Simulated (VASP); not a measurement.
Consider the following.

```
HfN
1.0
    0.00000     2.30520     2.30520
    2.30520     0.00000     2.30520
    2.30520     2.30520     0.00000
Hf N
1 1
Direct
  0.00000   0.00000   0.00000
  0.50000   0.50000   0.50000
```

Calculation: PBE GGA, VASP's PBE PAW potentials (set 64) (plane waves; VASP). Numerical set-up: 520 eV cut-off, 12×12×12 Γ-centred mesh, tetrahedra, potentials Hf_pv N.

Q: Give the stress tensor in GPa (positive for a compressed cell).

A: 
```
-11.56    0.00    0.00
  0.00  -11.56    0.00
  0.00    0.00  -11.56
```
The pressure is its mean diagonal, -11.56 GPa.

The compound is HfN in the rock salt structure. The cell was not relaxed at this level. The run is one of a series of settings (ISMEAR = -4, SIGMA removed against the base run), some of them coarse on purpose. The electron count is odd and the run is not spin-polarised, which forces a metal.
